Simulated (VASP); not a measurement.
Energy against volume of TiB₂ (AlB2 type). Computed with r2SCAN meta-GGA, VASP's PBE PAW potentials (set 64) (plane waves; VASP 6.6.1). Run with 520 eV cut-off, 12×12×10 Γ-centred mesh, first-order Methfessel-Paxton smearing of 0.10 eV, potentials Ti_sv B.

Shape and ions are relaxed at each volume.

```
V (Å³/atom)  E (eV/atom)
-----------  -----------
8.025          -10.29607
8.281          -10.31729
8.537          -10.32419
8.793          -10.31870
```

Q: Fit these four points and predict the energy of the run at 9.049 Å³/atom.

A: A cubic in V^(−2/3), the third-order Birch-Murnaghan form, passes through the four points with V0 = 8.55 Å³/atom and B0 = 257 GPa, and gives -10.3025 eV/atom there. The run gave -10.3025 eV/atom, -0.0 meV/atom from the fit; all five points give B0 = 257 GPa.

The compound is TiB2 in the AlB2 type structure. It was relaxed first.
